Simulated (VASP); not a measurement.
Here is a VASP 6.6.1 calculation.

Contents of INCAR:

```
ALGO = Normal ; EDIFF = 1E-6
ENCUT = 520 ; ISIF = 2
ISMEAR = 0 ; KPAR = 4
LASPH = True ; LCHARG = False
LMIXTAU = True ; LREAL = False
LWAVE = False ; METAGGA = R2SCAN
NBANDS = 34 ; NELM = 150
PREC = Accurate ; SIGMA = 0.1
```

KPOINTS

```
k-points
0
Gamma
  10 10 4
```

POSCAR

```
Ta3Si3N
1.0
    3.2220200000      0.0000000000      0.0000000000
    0.0000000000      3.2220200000      0.0000000000
    0.0000000000      0.0000000000      9.4824000000
Ta Si N
3 3 1
Direct
    0.0000000000      0.0000000000      0.7745660000
    0.0000000000      0.0000000000      0.2254340000
    0.5000000000      0.5000000000      0.0000000000
    0.5000000000      0.5000000000      0.3633380000
    0.5000000000      0.5000000000      0.6366620000
    0.0000000000      0.0000000000      0.5000000000
    0.0000000000      0.0000000000      0.0000000000
```

Potentials or basis: VASP PAW PBE potentials, release 64 (Ta_pv, Si, N).

Launch:

```console
$ cat potpaw_PBE.64/Ta_pv/POTCAR potpaw_PBE.64/Si/POTCAR potpaw_PBE.64/N/POTCAR > POTCAR
$ mpirun -np 4 vasp_std > vasp.out
```

Problem. Estimate the band gap on the k mesh.

Solution. None (metal or under the smearing width).

Problem. Estimate the pressure.

Solution. -3.3 GPa.

Forces in eV/Å, atoms in the order of the input:
```
Ta   0.000  0.000 -0.109
Ta   0.000  0.000  0.109
Ta   0.000  0.000  0.000
Si   0.000  0.000  0.011
Si   0.000  0.000 -0.011
Si   0.000  0.000  0.000
N    0.000  0.000  0.000
```

Caveat: the PAW data sets were made with another functional, which shifts forces and pressure a little. The run has no spin-orbit coupling, so splittings on Ta are missing.
